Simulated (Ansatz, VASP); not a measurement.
TiWSe3: VASP beside Ansatz

```xyz
5
Lattice="4.7267 0.0000 0.0000 0.0000 4.7267 0.0000 0.0000 0.0000 4.7267" Properties=species:S:1:pos:R:3 pbc="T T T"
Ti    0.0000    0.0000    0.0000
W     2.3634    2.3634    2.3634
Se    0.0000    2.3634    2.3634
Se    2.3634    2.3634    0.0000
Se    2.3634    0.0000    2.3634
```

Change from the starting cell: species swapped into the TmRh3C type (Pm-3m, No. 221).

Alike in both runs: task relaxation of cell and atoms; functional PBE; k mesh 4 × 4 × 4; occupations gaussian, width 0.1 eV; collinear spin.

```csv
,VASP,Ansatz
version,VASP 6.6.1,Ansatz 0.2.0
potentials or method,"VASP PAW PBE potentials, release 64 (Ti_sv, W_sv, Se)","scalar-relativistic, plane waves, PAW"
plane-wave cutoff (eV),600,420
valence electrons in the cell,44,74
```

|  | VASP | Ansatz | Ansatz less VASP |
| --- | --- | --- | --- |
| gap on the k mesh at the Fermi level, each at its own relaxed structure (eV) | none | none | - |
| net moment per atom (μB) | 0.16 | 0.72 | +0.559 |
| size of the moment on the site where the two differ most (μB) | 0.12 | 2.16 | +2.041 |
| relaxed volume (Å³/atom) | 23.87 | 24.19 | +0.322 |
| relaxed cell length with the largest relative difference (Å) | 4.924 | 4.946 | +0.0220 |
| energy change over the relaxation (meV/atom) | -110 | -121 | -10.6 |

The net moments differ so much that the two runs ended in different magnetic states, which moves the other rows too. Site moments also hang on the region over which each program counts them. A gap of «none» marks a metal or a gap that the smearing closes. The two sets of potentials don't hold the same shells in valence.

The runs have no spin-orbit coupling, so splittings on W are missing.
